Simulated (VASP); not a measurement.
Set up this calculation in VASP 6.6.1, as the native input.

```yaml
Task: relaxation of cell and atoms
Functional: PBE
Potentials_or_basis: VASP PAW PBE potentials, release 64 (Ni)
Cutoff: 520 eV
k_mesh: 20 × 20 × 20
Occupations: gaussian, width 0.1 eV
Spin: collinear spin, ferromagnetic start
Starting_moments: "[0.8] μB"
Further_INCAR_settings: ALGO = Normal; EDIFF = 0.05; IBRION = 2; EDIFFG = -0.002; NSW = 80; ISIF = 3
```

The structure of Ni lies in POSCAR:

```
Ni                                      
1.0
   -0.0000000000      1.7590028898      1.7590028898
    1.7590028898      0.0000000000      1.7590028898
    1.7590028898      1.7590028898     -0.0000000000
  Ni            
     1
Direct
     0.0000000000000000    0.0000000000000000    0.0000000000000000
```

These files were run (other wordings do the same):

INCAR

```
PREC     = Accurate       # precision mode
ENCUT    = 520            # plane-wave cutoff, eV
EDIFF    = 0.05           # SCF threshold, eV
ISMEAR   = 0              # smearing method
SIGMA    = 0.1            # smearing width, eV
LREAL    = False          # projectors in reciprocal space
LASPH    = True           # aspherical terms in the spheres
NELM     = 120            # most SCF steps
ALGO     = Normal         # electronic algorithm
ISIF     = 3              # what is computed and relaxed
LWAVE    = False          # write WAVECAR
LCHARG   = False          # write CHGCAR
ISPIN    = 2              # spin polarisation
MAGMOM   = 0.8            # initial moments
LORBIT   = 11             # projections on sites
LMAXMIX  = 4              # l up to which the mixer works
GGA      = PE             # functional
IBRION   = 2              # ionic algorithm
NSW      = 80             # ionic steps
EDIFFG   = -0.002         # ionic threshold
```

KPOINTS

```
Automatic mesh
0
Gamma
  20 20 20
```

Potentials or basis: VASP PAW PBE potentials, release 64 (Ni).

Command:

```console
$ cat potpaw_PBE.64/Ni/POTCAR > POTCAR
$ mpirun -np 1 vasp_std > vasp.out
```

It gave:

```
Relaxed volume                                        : 10.89 Å³/atom
Relaxed cell                                          : a = 2.488 Å, b = 2.488 Å, c = 2.488 Å, α = 60.00°, β = 60.00°, γ = 60.00°
Space group after relaxing (to 0.05 Å)                : Fm-3m (No. 225)
Energy gained by relaxing                             : -3.0 meV/atom
Ionic steps                                           : 20
Pressure after relaxing                               : 0.0 GPa
Band gap on the k mesh                                : none (metal or under the smearing width)
Net moment                                            : 0.63 μB per cell
Site moments                                          : Ni +0.64 μB
Valence electrons inside the program's atomic spheres : Ni 9.31
```

It took 83 s on 1 thread of Intel(R) Xeon(R) 6975P-C (Granite Rapids) (shared host), peak memory 0.17 GiB.
